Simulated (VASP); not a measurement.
Computed with r2SCAN meta-GGA, VASP's PBE PAW potentials (set 64) (plane waves; VASP).

The input files of a VASP run:

**POSCAR**
```
Te
1
    5.1167446222     0.0000000000     0.0000000000
   -2.5583723111     4.4312311228    -0.0000000000
    0.0000000000     0.0000000000    13.9659945493
Te
2
Direct
  0.0000000000   0.0000000000   0.5000000000
  0.6666670000   0.3333330000   0.5000000000
```

**INCAR**
```
# general
SYSTEM  = Te
PREC    = Accurate
ENCUT   = 400   # plane-wave cut-off (eV)
LREAL   = .FALSE.   # projection in real space or not
LASPH   = .TRUE.   # aspherical one-centre terms

# electronic loop
EDIFF   = 1E-7
NELM    = 100   # most electronic steps
ALGO    = Normal
LMAXMIX = 4   # l cut-off of mixed one-centre charges
LMIXTAU = .TRUE.

# smearing
ISMEAR  = -5   # tetrahedra, Bloechl

# functional
METAGGA = R2SCAN

# ions
ISIF    = 2

# output
LWAVE   = .FALSE.
LCHARG  = .FALSE.
LORBIT  = 11
NEDOS   = 601   # DOS grid
```

KPOINTS_OPT:
```
k-points along high-symmetry lines
20
Line-mode
Reciprocal
  0.000000   0.000000   0.000000 ! GAMMA
  0.500000   0.000000   0.000000 ! M

  0.500000   0.000000   0.000000 ! M
  0.333333   0.333333   0.000000 ! K

  0.333333   0.333333   0.000000 ! K
  0.000000   0.000000   0.000000 ! GAMMA
```

### KPOINTS
```
K-points
0
G
  9 9 1
```

POTCAR, in this order: Te (PBE.64 set). Program: vasp_std.

The run wrote:

File OSZICAR:
```
       N       E                     dE             d eps       ncg     rms          rms(c)
DAV:   1     0.193434700391E+02    0.19343E+02   -0.29787E+03   240   0.627E+02
DAV:   2    -0.461729041905E+02   -0.65516E+02   -0.63572E+02   428   0.109E+02
DAV:   3    -0.517814293753E+02   -0.56085E+01   -0.55934E+01   294   0.424E+01
DAV:   4    -0.519099491765E+02   -0.12852E+00   -0.12855E+00   310   0.759E+00
DAV:   5    -0.519136890846E+02   -0.37399E-02   -0.37630E-02   340   0.136E+00    0.653E+00
DAV:   6    -0.513207024324E+02    0.59299E+00   -0.10124E-01   280   0.270E+00    0.459E+00
DAV:   7    -0.489555136496E+02    0.23652E+01   -0.11492E+00   256   0.581E+00    0.170E+00
DAV:   8    -0.498966190514E+02   -0.94111E+00   -0.61312E-01   252   0.519E+00    0.950E-01
DAV:   9    -0.498871243614E+02    0.94947E-02   -0.17500E-02   242   0.122E+00    0.604E-01
DAV:  10    -0.507709419579E+02   -0.88382E+00   -0.12249E-01   240   0.252E+00    0.100E+00
DAV:  11    -0.501216989272E+02    0.64924E+00   -0.64583E-02   240   0.227E+00    0.155E+00
DAV:  12    -0.500515588892E+02    0.70140E-01   -0.69579E-03   242   0.739E-01    0.196E+00
DAV:  13    -0.498999189294E+02    0.15164E+00   -0.10602E-02   240   0.112E+00    0.261E+00
DAV:  14    -0.497744620058E+02    0.12546E+00   -0.33133E-02   240   0.199E+00    0.428E+00
DAV:  15    -0.497671213856E+02    0.73406E-02   -0.16967E-03   252   0.473E-01    0.306E+00
DAV:  16    -0.497347730674E+02    0.32348E-01   -0.10838E-02   240   0.132E+00    0.141E+00
DAV:  17    -0.497431686909E+02   -0.83956E-02   -0.30421E-03   250   0.575E-01    0.165E-01
DAV:  18    -0.496917736022E+02    0.51395E-01   -0.32220E-02   240   0.166E+00    0.277E-01
DAV:  19    -0.496871329793E+02    0.46406E-02   -0.82420E-03   240   0.109E+00    0.285E-01
DAV:  20    -0.496998936623E+02   -0.12761E-01   -0.21714E-03   240   0.564E-01    0.153E-01
DAV:  21    -0.496897687638E+02    0.10125E-01   -0.93173E-03   240   0.946E-01    0.137E-01
DAV:  22    -0.496920524357E+02   -0.22837E-02   -0.61145E-04   250   0.249E-01    0.692E-02
DAV:  23    -0.496946909738E+02   -0.26385E-02   -0.97070E-04   240   0.313E-01    0.408E-02
DAV:  24    -0.496935641022E+02    0.11269E-02   -0.22501E-04   240   0.156E-01    0.517E-02
DAV:  25    -0.496951304046E+02   -0.15663E-02   -0.81942E-04   240   0.266E-01    0.115E-02
DAV:  26    -0.496950593445E+02    0.71060E-04   -0.22160E-04   254   0.157E-01    0.268E-02
DAV:  27    -0.496951437897E+02   -0.84445E-04   -0.16290E-04   240   0.138E-01    0.229E-02
DAV:  28    -0.496946671539E+02    0.47664E-03   -0.20687E-04   240   0.140E-01    0.265E-02
DAV:  29    -0.496946528346E+02    0.14319E-04   -0.70718E-06   240   0.325E-02    0.251E-02
DAV:  30    -0.496949502892E+02   -0.29745E-03   -0.37315E-05   240   0.646E-02    0.208E-02
DAV:  31    -0.496949574533E+02   -0.71641E-05   -0.21922E-05   240   0.528E-02    0.231E-02
DAV:  32    -0.496950329858E+02   -0.75533E-04   -0.22485E-05   240   0.504E-02    0.152E-02
DAV:  33    -0.496950263797E+02    0.66061E-05   -0.12915E-05   240   0.416E-02    0.102E-02
DAV:  34    -0.496950363289E+02   -0.99492E-05   -0.11716E-06   258   0.108E-02    0.891E-03
DAV:  35    -0.496950486588E+02   -0.12330E-04   -0.44733E-07   240   0.760E-03    0.928E-03
DAV:  36    -0.496950734035E+02   -0.24745E-04   -0.65711E-07   240   0.958E-03    0.906E-03
DAV:  37    -0.496951089301E+02   -0.35527E-04   -0.26675E-06   240   0.183E-02    0.702E-03
DAV:  38    -0.496951358582E+02   -0.26928E-04   -0.26508E-06   240   0.208E-02    0.605E-03
DAV:  39    -0.496951774659E+02   -0.41608E-04   -0.55337E-06   240   0.273E-02    0.433E-03
DAV:  40    -0.496951835865E+02   -0.61206E-05   -0.48366E-07   262   0.742E-03    0.396E-03
DAV:  41    -0.496951896311E+02   -0.60446E-05   -0.37256E-07   240   0.683E-03    0.287E-03
DAV:  42    -0.496951991700E+02   -0.95389E-05   -0.15692E-06   240   0.131E-02    0.162E-03
DAV:  43    -0.496952037836E+02   -0.46136E-05   -0.11343E-06   244   0.117E-02    0.140E-03
DAV:  44    -0.496952057178E+02   -0.19342E-05   -0.75963E-08   162   0.358E-03    0.760E-04
DAV:  45    -0.496952079774E+02   -0.22596E-05   -0.50491E-07   240   0.844E-03    0.139E-04
DAV:  46    -0.496952086119E+02   -0.63450E-06   -0.36642E-08   148   0.261E-03    0.632E-05
DAV:  47    -0.496952092457E+02   -0.63380E-06   -0.22725E-08   152   0.202E-03    0.598E-05
DAV:  48    -0.496952096578E+02   -0.41202E-06   -0.15992E-08   144   0.175E-03    0.559E-05
DAV:  49    -0.496952097860E+02   -0.12826E-06   -0.93226E-09   144   0.123E-03    0.409E-05
DAV:  50    -0.496952099187E+02   -0.13265E-06   -0.41827E-09   144   0.910E-04    0.247E-05
DAV:  51    -0.496952100794E+02   -0.16073E-06   -0.88814E-09   144   0.123E-03    0.303E-05
DAV:  52    -0.496952101563E+02   -0.76915E-07   -0.22796E-09   144   0.648E-04
   1 F= -.49695210E+02 E0= -.49695210E+02  d E =0.000000E+00
       N       E                     dE             ncg
       N       E                     dE             ncg
       N       E                     dE             ncg
       N       E                     dE             ncg
       N       E                     dE             ncg
```

OUTCAR:
```
------------------------ aborting loop because EDIFF is reached ----------------------------------------
  FORCE on cell =-STRESS in cart. coord.  units (eV):
  Direction    XX          YY          ZZ          XY          YZ          ZX
  --------------------------------------------------------------------------------------
  Total       -0.4264807     -0.4264808     -0.0104676      0.0000000     -0.0000000      0.0000000
  in kB       -2.1578435     -2.1578438     -0.0529626      0.0000000     -0.0000000      0.0000000
  external PRESSURE =      -1.4562167 kB  Pullay stress =       0.0000000 kB
  volume of cell :      316.66
      direct lattice vectors                 reciprocal lattice vectors
     5.116744622  0.000000000  0.000000000     0.195436762  0.112835460  0.000000000
    -2.558372311  4.431231123  0.000000000     0.000000000  0.225670919  0.000000000
     0.000000000  0.000000000 13.965994549     0.000000000  0.000000000  0.071602491
 POSITION                                       TOTAL-FORCE (eV/Angst)
 -----------------------------------------------------------------------------------
      0.00000      0.00000      6.98300         0.000000      0.000000      0.000000
      2.55837      1.47708      6.98300        -0.000000      0.000000      0.000000
 -----------------------------------------------------------------------------------
    total drift:                               -0.000821      0.000474      0.000000
  FREE ENERGIE OF THE ION-ELECTRON SYSTEM (eV)
  ---------------------------------------------------
  free  energy   TOTEN  =       -49.6952101563 eV

  energy  without entropy=      -49.6952101563  energy(sigma->0) =      -49.69521016

 total charge

# of ion       s       p       d       tot
------------------------------------------
    1        1.428   1.845   0.030   3.303
    2        1.428   1.845   0.030   3.303
--------------------------------------------------
tot          2.856   3.690   0.059   6.606
```
(Selected blocks of OUTCAR.)

The cell holds a wide vacuum, so values per volume refer to the whole cell. For a metal the tetrahedron method with Blöchl corrections gives inexact stress and forces.

The cell is a sheet with vacuum, built from a generated structure.
